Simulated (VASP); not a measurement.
```yaml
crystal:
  lattice:
    - [0.00000, 2.60000, 2.60000]
    - [2.60000, 0.00000, 2.60000]
    - [2.60000, 2.60000, 0.00000]
  atoms:
    - { symbol: Mg, position: [0.00000, 0.00000, 0.00000] }
    - { symbol: S, position: [0.50000, 0.50000, 0.50000] }
```

The numbers are results of PBE GGA, VASP's PBE PAW potentials (set 64) (plane waves; VASP), not measurements. Numerical set-up: 400 eV cut-off, 8×8×8 Γ-centred mesh, Gaussian smearing of 0.050 eV, potentials Mg S.

Question: What does the run give for the energy per atom (σ→0), pressure, band gap (on the k-mesh) with the smallest direct gap where there is one?

Answer: 
The band gap (on the k-mesh) is 2.78 eV and the smallest direct gap (on the k-mesh) comes out as 3.73 eV. The energy per atom (σ→0) is -4251 meV/atom and the pressure is 1.03 GPa.

The absolute energy has meaning only against runs of the same code, potentials and settings.

The compound is MgS in the rock salt structure. The cell was not relaxed at this level.
